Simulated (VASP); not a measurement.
Consider the following.

```yaml
crystal:
  lattice:
    - [0.00000, 3.00192, 3.00192]
    - [3.00192, 0.00000, 3.00192]
    - [3.00192, 3.00192, 0.00000]
  atoms:
    - { symbol: Pb, position: [0.00000, 0.00000, 0.00000] }
    - { symbol: S, position: [0.50000, 0.50000, 0.50000] }
```

Calculation: PBE GGA, VASP's PBE PAW potentials (set 64) (plane waves; VASP). Numerical set-up: 400 eV cut-off, 6×6×6 Γ-centred mesh, Gaussian smearing of 0.050 eV, potentials Pb_d S.

Unless said otherwise, spin-orbit coupling is left out, though it shifts the bands of the heavy elements here.

### Question
What does the run give for the energy per atom (σ→0), band gap (on the k-mesh) with the smallest direct gap where there is one?

### Answer

| Quantity | Result |
|---|---|
| band gap (on the k-mesh) | 0.49 eV |
| smallest direct gap (on the k-mesh) | 0.49 eV |
| energy per atom (σ→0) | -4.386 eV/atom |

Only differences to runs with the same potentials and settings are physical.

The structure comes from a measured PbS entry (Fm-3m) of the Crystallography Open Database, whose conditions weren't checked. It was relaxed first.
